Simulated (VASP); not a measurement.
Given:

```
AlGa3Sb4
1.0
   -0.00037     6.12578     6.11853
    6.12578    -0.00037     6.11853
    3.06270     3.06270     0.00000
Ga Sb Al
3 4 1
Cartesian
  6.12541   6.12541  12.23637
  6.12613   9.18739   9.17819
  9.18739   6.12613   9.17819
  1.53135   1.53135   1.52929
  4.59931   1.52610   4.58336
  1.52610   4.59931   4.58336
  4.59406   4.59406   7.65749
  6.12541   6.12541   6.12052
```

These are PBEsol GGA, VASP's PBE PAW potentials (set 64) (plane waves; VASP) values and carry that method's errors. Run with 400 eV cut-off, 4×4×7 Γ-centred mesh, tetrahedra with Blöchl corrections, potentials Ga_d Sb Al.

Unless said otherwise, spin-orbit coupling is left out, though it shifts the bands of the heavy elements here.

Question: What does the run give for the energy per atom (σ→0), band gap (on the k-mesh) with the smallest direct gap where there is one?

Answer: 
```yaml
band gap (on the k-mesh): 0.18 eV
smallest direct gap (on the k-mesh): 0.18 eV
energy per atom (σ→0): -4.160 eV/atom
```

Only differences to runs with the same potentials and settings are physical.

The structure was generated: AlGa3Sb4 was put into an ordered model structure (Amm2), which need not be its known phase. It was relaxed first.
